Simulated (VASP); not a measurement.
Data:

```
CELL_PARAMETERS angstrom
      4.84033     0.00000     0.00000
     -2.42016     4.19185     0.00000
      0.00000     0.00000     3.32126
ATOMIC_POSITIONS crystal
  Tm 0.00000 0.00000 0.00000
  Cd 0.33333 0.66667 0.50000
  Cd 0.66667 0.33333 0.50000
```

Method: PBEsol GGA, VASP's PBE PAW potentials (set 64) (plane waves; VASP). Settings: 400 eV cut-off, Gaussian smearing of 0.050 eV, potentials Tm_3 Cd.

The 4f electrons are frozen in the core of the lanthanide potential, so 4f levels, which can set the real gap, and their magnetism are missing.

Question: Give the energies of bands 14 to 19 at the high-symmetry points, in eV from the Fermi level.

Answer: 
```csv
band,Γ,M,K,A,L,H
14,-8.10,-5.52,-4.87,-4.10,-3.70,-3.20
15,-1.05,-5.43,-4.87,-3.71,-1.82,-3.20
16,-1.05,-0.88,-3.89,0.64,-1.22,-0.80
17,-0.24,-0.71,0.75,0.64,-0.99,-0.80
18,1.50,1.60,2.04,2.33,-0.94,-0.24
19,3.71,2.12,2.04,2.33,2.58,2.01
```

It has no gap at this level: it comes out as a metal or semimetal.

The structure comes from a computed database's TmCd2 entry (P6/mmm); how it stands against other phases isn't given here. It was relaxed first. The electron count is odd and the run is not spin-polarised, which forces a metal.
